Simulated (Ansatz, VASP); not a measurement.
# TaAgO3: VASP beside Ansatz, part 2 of 2

One calculation is typed for both programs; each brings its own data sets. How far apart do they land? The cell is taken from a series of runs on this material, whose earlier steps may have relaxed, scaled, displaced or heated it; both programs get it as it stands.

VASP 6.6.1 and Ansatz 0.2.0.

So far: Starting point; VASP: dielectric response, PBEsol.

### 3. Ansatz: dielectric response, PBEsol

Level of this step: Ansatz beside VASP: Kohn-Sham DFT, plane waves, PBEsol (Ansatz).

Ansatz runs on its default PAW (the set named soft_2) files.

The same cell, functional and mesh now go to Ansatz, which takes its cutoff from its data sets.

Contents of input.yaml:

```yaml
crystal:
  lattice:
    - [3.99937, 0.0, 0.0]
    - [0.0, 3.99937, 0.0]
    - [0.0, 0.0, 3.99937]
  atoms:
    - { symbol: Ta, position: [0.0, 0.0, 0.0] }
    - { symbol: Ag, position: [0.5, 0.5, 0.5] }
    - { symbol: O, position: [0.0, 0.0, 0.5] }
    - { symbol: O, position: [0.0, 0.5, 0.0] }
    - { symbol: O, position: [0.5, 0.0, 0.0] }
kpoints:
  mp_grid: { grid: [6, 6, 6] }
hamiltonian:
  xc: pbesol
scf:
  occupations: { method: fixed }
dielectric: {}
```

Started as:

```sh
$ ansatz run input.yaml --threads 1 --pin off --max-ram 1382MiB --backend cpu --events-out ev --progress --plain --runs-dir out
```

Numbers of over 12 decimals in the logs are rounded to 6 here.

The log of the run:

```text
Engine: ansatz 0.2.0, aarch64-unknown-linux-gnu
Pseudopotentials: kind: paw
Pseudopotential: Ta, paw, valence charge 13, recommended cutoff 420 eV (normal), Ta.paw.azcp
Pseudopotential: Ag, paw, valence charge 19, recommended cutoff 420 eV (normal), Ag.paw.azcp
Pseudopotential: O, paw, valence charge 6, recommended cutoff 420 eV (normal), O.paw.azcp
Functional definition: PBEsol
  exchange = pbesol_x
  correlation = pbesol_c
Crystal: 5 atoms, lattice volume = 63.970 Å³
Basis set: ecut = 420 eV, 1237 PW (Γ), exchange–correlation on 54×54×54 points (8 copies of the dense FFT grid, shifted against one another)
Bands: 30, of which v1, the nominal top of the filled ones, is band 25 counted from 1 (24 counted from 0)
Symmetry: 48 space group operations
k-points: 40 of 216 (irreducible under 8 space group operations, time reversal used)
Non-local potential: Ta, projectors of the file, l = 0: 3, l = 1: 2, l = 2: 2, l = 3: 1
Non-local potential: Ag, projectors of the file, l = 0: 3, l = 1: 2, l = 2: 2, l = 3: 1
Non-local potential: O, projectors of the file, l = 0: 2, l = 1: 2, l = 2: 1
PAW form: soft (Blöchl's): semilocal exchange-correlation on the pseudo side does not see the compensation charge
PAW frozen core: Ta, regenerated for the run's functional, and the local potential with it (the file was generated under x = pbe(κ = 0.804, μ = 0.219515), c = pbe(β = 0.066725))
PAW frozen core: Ag, regenerated for the run's functional, and the local potential with it (the file was generated under x = pbe(κ = 0.804, μ = 0.219515), c = pbe(β = 0.066725))
PAW frozen core: O, regenerated for the run's functional, and the local potential with it (the file was generated under x = pbe(κ = 0.804, μ = 0.219515), c = pbe(β = 0.066725))
PAW one-centre angular grid: Ta, 590 points (default); XC on 64 Gauss nodes
PAW one-centre angular grid: Ag, 590 points (default); XC on 64 Gauss nodes
PAW one-centre angular grid: O, 110 points (default); XC on 64 Gauss nodes
Initial density: superposition of atomic densities (neutral atoms: chi_scale 0, normalization atom), corrected by the library's trained network
Initial wavefunctions: pseudopotential atomic-orbital guess
Functional: x = pbesol(κ = 0.804, μ = 0.123457), c = pbesol(β = 0.046)
SCF iter   1: F=—  HF=-19013.519709 eV  |F-HF|=—  |Δ(HF+E_count)|=         —  Δρ=1.72e-2  dr2=1.66e-1  ethr=1.77e-3  ⟨swp⟩=4.0  Hψ=4070  notcnv=0  defer=52
preconditioner: auto → Resta (q_TF=auto, 2.619 Å⁻¹)  ε∞=8.7  [insulator: Δε(μ)=1.412 eV  Ē_g=9.752 eV  n_scr=18 (ndim 8)  ℏωp=27.1 eV  f_vac=0.006  ε∞_Penn≈8.7]
SCF iter   2: F=—  HF=-19013.483148 eV  |F-HF|=—  |Δ(HF+E_count)|=   3.66e-2  Δρ=3.46e-3  dr2=5.01e-3  ethr=3.33e-4  ⟨swp⟩=2.1  Hψ=2093  notcnv=0  defer=104
SCF iter   3: F=—  HF=-19013.482269 eV  |F-HF|=—  |Δ(HF+E_count)|=   8.80e-4  Δρ=1.29e-3  dr2=7.52e-4  ethr=1.00e-5  ⟨swp⟩=2.0  Hψ=1871  notcnv=0  defer=109
SCF iter   4: F=—  HF=-19013.482226 eV  |F-HF|=—  |Δ(HF+E_count)|=   4.31e-5  Δρ=3.71e-4  dr2=7.85e-5  ethr=1.50e-6  ⟨swp⟩=2.0  Hψ=2090  notcnv=0  defer=95
SCF iter   5: F=—  HF=-19013.482228 eV  |F-HF|=—  |Δ(HF+E_count)|=   2.32e-6  Δρ=8.67e-5  dr2=3.78e-6  ethr=1.57e-7  ⟨swp⟩=2.0  Hψ=1561  notcnv=0  defer=40
SCF iter   6: F=—  HF=-19013.482229 eV  |F-HF|=—  |Δ(HF+E_count)|=   1.35e-6  Δρ=1.80e-5  dr2=2.31e-7  ethr=7.56e-9  ⟨swp⟩=2.0  Hψ=1831  notcnv=0  defer=40
SCF iter   7: F=—  HF=-19013.482229 eV  |F-HF|=—  |Δ(HF+E_count)|=   8.96e-8  Δρ=3.87e-6  dr2=9.22e-9  ethr=4.63e-10  ⟨swp⟩=2.2  Hψ=1779  notcnv=0  defer=40
SCF iter   8: F=—  HF=-19013.482229 eV  |F-HF|=—  |Δ(HF+E_count)|=   2.92e-9  Δρ=9.51e-7  dr2=5.53e-10  ethr=1.84e-11  ⟨swp⟩=2.4  Hψ=2013  notcnv=0  defer=40
SCF iter   9: F=-19013.482229 eV  HF=-19013.482229 eV  |F-HF|=3.64e-12  |Δ(HF+E_count)|=  3.60e-10  Δρ=1.55e-7  dr2=1.20e-11  ethr=1.00e-12  ⟨swp⟩=8.0  Hψ=3445  notcnv=0
SCF 1 converged in 9 iterations: F = -19013.482229 eV  dr2 = 1.20e-11
  greatest PAW one-centre occupation: 1.000 electrons in one spin orbital (limit 2), on the Ag atom at site 1 (counted from 0), in its partial waves of l = 0
DFPT response loops at Γ: preconditioner auto → Resta (q_TF=auto, 2.619 Å⁻¹)  ε∞=6.2 (no band partly filled); β = 1.00, the filter's whole step (`scf.mixing.beta` (0.50) is not read by the response loops at its default; to damp them type it under 1.00, their step now; it binds the ground state too); Broyden in place of MSR1
── the response to a field inside a basis, on 6×6×6 k-points: an SCF that follows is theirs, and a resumed run solves both again ──
Bands: 26, of which v1, the nominal top of the filled ones, is band 25 counted from 1 (24 counted from 0)
k-points: 10 of 216
Initial density: handed on by an earlier stage of this run
Initial wavefunctions: pseudopotential atomic-orbital guess (no wavefunctions were taken with the density)
Eigensolver: Dense (10 Hₖ)
SCF iter   1: F=—  HF=-19013.472734 eV  |F-HF|=—  |Δ(HF+E_count)|=         —  Δρ=5.46e-4  dr2=2.94e-5  ethr=1.00e-1
preconditioner: auto → Resta (q_TF=auto, 2.619 Å⁻¹)  ε∞=11.5  [insulator: Δε(μ)=2.052 eV  Ē_g=8.350 eV  n_scr=18 (ndim 8)  ℏωp=27.1 eV  f_vac=0.003  ε∞_Penn≈11.5]
SCF iter   2: F=—  HF=-19013.472738 eV  |F-HF|=—  |Δ(HF+E_count)|=   4.31e-6  Δρ=2.67e-4  dr2=1.10e-5  ethr=5.87e-8
SCF iter   3: F=—  HF=-19013.472741 eV  |F-HF|=—  |Δ(HF+E_count)|=   2.62e-6  Δρ=8.72e-5  dr2=1.52e-6  ethr=2.20e-8
SCF iter   4: F=-19013.472740 eV  HF=-19013.472740 eV  |F-HF|=1.78e-8  |Δ(HF+E_count)|=   1.94e-7  Δρ=8.02e-6  dr2=4.14e-8  ethr=3.05e-9
SCF 1 converged in 4 iterations: F = -19013.472740 eV  dr2 = 4.14e-8
DFPT response loops at Γ: preconditioner auto → none (the input reference at scf.mixing.eps_inf says where Resta's filter doesn't serve); β = 0.50; Broyden in place of MSR1
SCF converged after 9 iterations
Free energy (F): -19013.482229 eV
Harris-Foulkes:  -19013.482229 eV  (|F-HF|=3.64e-12)
Internal energy: -19013.482229 eV  (E = F + TS)
E sigma→0 (E₀):  -19013.482229 eV
Fermi energy:    10.385781 eV
--- Per-component energies (eV) ---
  E_band       = -483.503672
  E_kinetic    = 1410.608408
  E_local      = -4198.225301  (includes V_loc(G=0)·N_el)
  E_nonlocal   = 248.801262
  E_hartree    = 1703.087856
  E_xc         = -613.880026
  E_vxc        = -711.487050  (∫ρ·V_xc dr)
  E_paw        = -12567.928229  (= ΣΔE_a)
  E_vpaw       = -639.384214  (= ΣTr[D̂ρ^β])
  E_aug_tail   = 0.007661  (compensation charges beyond the density's cutoff)
  E_ewald      = -4996.596111
  E_core_change = 0.642249  (= ΣΔE_core)
  E_smearing   = -0.000000  (= −TS)
  E_closure    = 0.000000  (closes the sum)
  Σ components = -19013.482229   (vs F -19013.482229, Δ=0.00e0)
--- Band table (eV; the first three rows and the last of 40) ---
  k-point 0: bands = [... 21 lower, 9.0179, 9.2920, 9.2920, 9.2920, 11.9528, 12.5272, 12.5272, 12.5272, ... 1 higher]
  k-point 1: bands = [... 21 lower, 9.0878, 9.5322, 9.5411, 9.5411, 12.4886, 12.6169, 13.2115, 13.2115, ... 1 higher]
  k-point 2: bands = [... 21 lower, 8.9437, 9.9856, 10.0205, 10.0205, 12.4097, 13.9817, 14.4233, 14.4233, ... 1 higher]
  k-point 39: bands = [... 21 lower, 9.1180, 10.0586, 10.0586, 10.0586, 13.6953, 16.4171, 16.4171, 16.4171, ... 1 higher]
--- Dielectric response (ions clamped): 3 representative field directions + reference, inside a basis on a mesh of 216 k-points (Σ response iterations 15) ---
  ε∞ (high-frequency dielectric tensor):
        6.748194     0.000000     0.000000
        0.000000     6.748194     0.000000
        0.000000     0.000000     6.748194
  Born effective charges Z* (e; rows j = field, columns β = displacement):
    site 0:
         8.89073    0.00000    0.00000
        -0.00000    8.89073   -0.00000
         0.00000   -0.00000    8.89073
    site 1:
         1.57003    0.00000   -0.00000
        -0.00000    1.57003   -0.00000
         0.00000    0.00000    1.57003
    site 2:
        -1.83596    0.00000    0.00000
        -0.00000   -1.83596   -0.00000
         0.00000   -0.00000   -6.78886
    site 3:
        -1.83596    0.00000    0.00000
         0.00000   -6.78886   -0.00000
         0.00000   -0.00000   -1.83596
    site 4:
        -6.78886   -0.00000    0.00000
        -0.00000   -1.83596    0.00000
        -0.00000   -0.00000   -1.83596
  Z* charge neutrality: 1.940e-2 e pre-enforcement
  solved inside a basis spanned on kpoints, on 6×6×6 k-points, its susceptibility summed on 10×10×10: ε∞ is read to err by 2.9e-2, Z* by 4.8e-2 e (field_mesh: kpoints solves on kpoints); Z* is corrected for what the basis lacks
```

In the SCF lines HF is the Harris–Foulkes energy and dr2 the Hartree energy of the density residual, in eV; the loop may stop once dr2 is under the threshold and the program's other checks hold. Hψ counts applications of the Hamiltonian.

### 4. Side by side

Known differences besides the potentials themselves: fixed occupations in Ansatz, narrow Gaussian smearing in VASP; VASP's response is taken on the typed mesh, Ansatz refines its own for the field response alone; the data sets hold 50 valence electrons in Ansatz (on its default PAW (the set named soft_2) files) and 40 in VASP; the cutoff is 420 eV in Ansatz and 520 eV in VASP; Ansatz makes its cores anew for this functional, VASP keeps those of its PBE data sets. Total energies have different zeros and are not compared.

The two programs side by side:

```csv
quantity,Ansatz,VASP,difference
ε∞ xx,6.75,6.87,-1.79 %
ε∞ yy,6.75,6.87,-1.79 %
ε∞ zz,6.75,6.87,-1.79 %
```

### 5. What came out

```yaml
difference_in_eps_infinity_xx_dielectric_response_pbesol: -1.8 %
```

The difference in ε∞ xx is -1.8 % (dielectric response, PBEsol), within the 5 % picked in this series as the mark of a large difference. The data sets hold unlike numbers of valence electrons (50 in Ansatz and 40 in VASP), so part of the differences comes from the potentials. Such differences can come from data sets, numerical settings and the points named under the comparisons, not from the functional's error against experiment.

[Lines on the potential files, build, host, timing and source positions are cut from VASP's logs without a mark.]

[Logs are printed without paths, hosts, clocks, repeated set-up lines and the standing remarks that a program may print on its own settings, such as how far it seeks lower states.]

[Hosts, paths, dates, database ids (printed as entryN), source tags and the programs' standing remarks are cut or masked in the printed files.]
